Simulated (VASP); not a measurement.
Output of a VASP run:

### OSZICAR
```
       N       E                     dE             d eps       ncg     rms          rms(c)
DAV:   1    -0.147375728671E+02   -0.14738E+02   -0.39762E+03  1344   0.863E+02
DAV:   2    -0.273291454554E+02   -0.12592E+02   -0.12551E+02  1808   0.112E+02
DAV:   3    -0.276081841780E+02   -0.27904E+00   -0.26062E+00  1984   0.126E+01
DAV:   4    -0.276117543367E+02   -0.35702E-02   -0.35304E-02  1992   0.137E+00
DAV:   5    -0.276117683936E+02   -0.14057E-04   -0.13106E-04  2024   0.943E-02    0.819E+00
DAV:   6    -0.270201480841E+02    0.59162E+00   -0.38034E-01  1840   0.699E+00    0.438E+00
DAV:   7    -0.272017270733E+02   -0.18158E+00   -0.11481E-01  2016   0.424E+00    0.659E-01
DAV:   8    -0.270642667083E+02    0.13746E+00   -0.65495E-02  2024   0.325E+00    0.770E-02
DAV:   9    -0.271748787015E+02   -0.11061E+00   -0.28568E-02  1344   0.181E+00    0.963E-02
DAV:  10    -0.271740405648E+02    0.83814E-03   -0.45351E-04  2528   0.224E-01    0.915E-02
DAV:  11    -0.271785990941E+02   -0.45585E-02   -0.78405E-05  1720   0.108E-01    0.914E-02
DAV:  12    -0.271617632981E+02    0.16836E-01   -0.11334E-03  1824   0.354E-01    0.206E-01
DAV:  13    -0.271484981767E+02    0.13265E-01   -0.62770E-03  1464   0.808E-01    0.280E-01
DAV:  14    -0.271485168946E+02   -0.18718E-04   -0.13808E-04  1752   0.124E-01    0.254E-01
DAV:  15    -0.271484621485E+02    0.54746E-04   -0.75658E-04  2080   0.235E-01    0.119E-01
DAV:  16    -0.271483573727E+02    0.10478E-03   -0.59818E-05  1960   0.893E-02    0.515E-02
DAV:  17    -0.271483390583E+02    0.18314E-04   -0.65832E-06  1568   0.310E-02    0.381E-02
DAV:  18    -0.271483412702E+02   -0.22119E-05   -0.75609E-06  2040   0.295E-02    0.260E-02
DAV:  19    -0.271483401298E+02    0.11404E-05   -0.23936E-05  1848   0.353E-02    0.688E-03
DAV:  20    -0.271483379590E+02    0.21708E-05   -0.12114E-06  1600   0.140E-02    0.141E-03
DAV:  21    -0.271483369450E+02    0.10141E-05   -0.36944E-07  1512   0.860E-03    0.329E-03
DAV:  22    -0.271483388465E+02   -0.19016E-05   -0.46096E-07  2024   0.951E-03    0.187E-03
DAV:  23    -0.271483393871E+02   -0.54053E-06   -0.58515E-08  1024   0.294E-03    0.796E-04
DAV:  24    -0.271483395729E+02   -0.18582E-06   -0.14246E-08   696   0.190E-03    0.308E-04
DAV:  25    -0.271483394613E+02    0.11157E-06   -0.61595E-09   680   0.108E-03    0.161E-04
DAV:  26    -0.271483394850E+02   -0.23719E-07   -0.30384E-09   672   0.839E-04
   1 F= -.27148339E+02 E0= -.27148339E+02  d E =0.000000E+00
       N       E                     dE             ncg
```

OUTCAR:
```
------------------------ aborting loop because EDIFF is reached ----------------------------------------
  FORCE on cell =-STRESS in cart. coord.  units (eV):
  Direction    XX          YY          ZZ          XY          YZ          ZX
  --------------------------------------------------------------------------------------
  Total       -0.0206490     -0.0206490     -0.0206490     -0.0000000     -0.0000000      0.0000000
  in kB       -0.7465250     -0.7465250     -0.7465250     -0.0000000     -0.0000000      0.0000000
  external PRESSURE =      -0.7465250 kB  Pullay stress =       0.0000000 kB
  volume of cell :       44.32
      direct lattice vectors                 reciprocal lattice vectors
    -2.229298832  2.229298832  2.229298832     0.000000000  0.224285768  0.224285768
     2.229298832 -2.229298832  2.229298832     0.224285768  0.000000000  0.224285768
     2.229298832  2.229298832 -2.229298832     0.224285768  0.224285768  0.000000000
 POSITION                                       TOTAL-FORCE (eV/Angst)
 -----------------------------------------------------------------------------------
      0.00000      0.00000      0.00000        -0.000000     -0.000000      0.000000
 -----------------------------------------------------------------------------------
    total drift:                               -0.000000     -0.000000      0.000000
  FREE ENERGIE OF THE ION-ELECTRON SYSTEM (eV)
  ---------------------------------------------------
  free  energy   TOTEN  =       -27.1483394850 eV

  energy  without entropy=      -27.1483394850  energy(sigma->0) =      -27.14833949

 total charge

# of ion       s       p       d       tot
------------------------------------------
    1        0.453   6.292   0.453   7.198
```
(Selected blocks of OUTCAR.)

### POSCAR
```
Eu
1
   -2.2292988320     2.2292988320     2.2292988320
    2.2292988320    -2.2292988320     2.2292988320
    2.2292988320     2.2292988320    -2.2292988320
Eu
1
Direct
  0.0000000000   0.0000000000   0.0000000000
```

Problem. Reconstruct the remaining input files.

Solution. This is not unique; one that fits is the input of the run itself, r2SCAN meta-GGA, plane waves, VASP's PBE PAW potentials (set 64).

### KPOINTS
```
kpoints
0
Gamma
13 13 13
0 0 0
```

**INCAR**
```
# general
SYSTEM   =  Eu
PREC     =  Accurate
ENCUT    =  520
LREAL    =  .FALSE.
LASPH    =  .TRUE.   # aspherical one-centre terms

# electronic loop
EDIFF    =  1E-7   # SCF stop (eV)
NELM     =  100   # most electronic steps
ALGO     =  Normal   # blocked Davidson
LMAXMIX  =  6   # l cut-off of mixed one-centre charges
LMIXTAU  =  .TRUE.

# smearing
ISMEAR   =  -5   # tetrahedra, Bloechl

# functional
METAGGA  =  R2SCAN

# ions
ISIF     =  2   # forces and stress, cell fixed

# output
LWAVE    =  .FALSE.
LCHARG   =  .FALSE.
LORBIT   =  11
NEDOS    =  601   # DOS grid
```

File KPOINTS_OPT:
```
k-points along high-symmetry lines
10
Line-mode
Reciprocal
  0.000000   0.000000   0.000000 ! GAMMA
  0.500000  -0.500000   0.500000 ! H

  0.500000  -0.500000   0.500000 ! H
  0.000000  -0.000000   0.500000 ! N

  0.000000  -0.000000   0.500000 ! N
  0.000000   0.000000   0.000000 ! GAMMA

  0.000000   0.000000   0.000000 ! GAMMA
  0.250000   0.250000   0.250000 ! P

  0.250000   0.250000   0.250000 ! P
  0.500000  -0.500000   0.500000 ! H

  0.250000   0.250000   0.250000 ! P
  0.000000  -0.000000   0.500000 ! N
```

POTCAR, in this order: Eu_2 (PBE.64 set). Program: vasp_std.

The 4f electrons are frozen in the core of the lanthanide potential, so 4f levels, which can set the real gap, and their magnetism are missing. For a metal the tetrahedron method with Blöchl corrections gives inexact stress and forces.

The compound is Eu in the bcc structure. It was relaxed first, which changed the volume by -8 %.
